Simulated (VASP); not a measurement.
VASP input:

File KPOINTS:
```
Automatic mesh
0
G
 18 18 18
```

INCAR:
```
SYSTEM = Fe
PREC = Accurate; ENCUT = 520; LREAL = .FALSE.
LASPH = .TRUE.
EDIFF = 1E-7; NELM = 100; ALGO = Normal
LMAXMIX = 4
ISMEAR = 1; SIGMA = 0.1
GGA = CX; LUSE_VDW = .TRUE.; AGGAC = 0.0
ISPIN = 2; MAGMOM = 2.1
ISIF = 2
LWAVE = .FALSE.; LCHARG = .FALSE.; LORBIT = 10
```

File POSCAR:
```
Fe
1
   -1.4096714450     1.4096714450     1.4096714450
    1.4096714450    -1.4096714450     1.4096714450
    1.4096714450     1.4096714450    -1.4096714450
Fe
1
Direct
  0.0000000000   0.0000000000   0.0000000000
```

POTCAR, in this order: Fe (PBE.64 set). Program: vasp_std.

**Question.** Write an equivalent input for Quantum ESPRESSO's pw.x.

**Answer.** One equivalent input (not run):
```
&CONTROL
  calculation = 'scf'
  pseudo_dir = './pseudo'
  outdir = './out'
  tprnfor = .true.
  tstress = .true.
/
&SYSTEM
  ibrav = 0
  nat = 1
  ntyp = 1
  ecutwfc = 90
  occupations = 'smearing'
  smearing = 'methfessel-paxton'
  degauss = 0.00735
  input_dft = 'vdw-df-cx'
  nspin = 2
  starting_magnetization(1) = 0.21
/
&ELECTRONS
  conv_thr = 7.3e-09
  electron_maxstep = 100
/
ATOMIC_SPECIES
  Fe 55.845 Fe.upf
CELL_PARAMETERS angstrom
    -1.4096714    1.4096714    1.4096714
     1.4096714   -1.4096714    1.4096714
     1.4096714    1.4096714   -1.4096714
ATOMIC_POSITIONS crystal
  Fe   0.0000000  0.0000000  0.0000000
K_POINTS automatic
  18 18 18 0 0 0
```
The two are equivalent in intent, not identical: the potentials are each code's own (VASP's PAW set, PseudoDojo norm-conserving files in pw.x), so ENCUT and ecutwfc are chosen apart and not converted; conv_thr bounds pw.x's estimated SCF error, while EDIFF bounds the energy change between steps; starting_magnetization is a fraction of the valence charge and MAGMOM a moment in μB, so they match only roughly.

The compound is Fe in the bcc structure. This cell is one point of a volume scan, at 1.03 of the reference volume.
